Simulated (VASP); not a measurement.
Given:

```
CELL_PARAMETERS angstrom
      3.44618     0.00000     0.00000
      0.00000     3.44618     0.00000
      0.00000     0.00000     3.46350
ATOMIC_POSITIONS crystal
  Si 0.00000 0.00000 0.00000
  Ni 0.00000 0.50000 0.50000
  Ni 0.50000 0.00000 0.50000
  Ni 0.50000 0.50000 0.00000
```

Computed with r2SCAN meta-GGA, VASP's PBE PAW potentials (set 64) (plane waves; VASP). Settings: 480 eV cut-off, 8×8×8 Γ-centred mesh, first-order Methfessel-Paxton smearing of 0.10 eV, potentials Si Ni.

**Question.** Give the stress tensor in GPa (positive for a compressed cell).

**Answer.** 
```
3.31  0.00  0.00
0.00  3.31  0.00
0.00  0.00  2.42
```
The pressure is its mean diagonal, 3.01 GPa.

The compound is Ni3Si in the L1_2 structure. This cell was strained or had an atom moved on purpose. The run is not spin-polarised, so no magnetic state was tried.
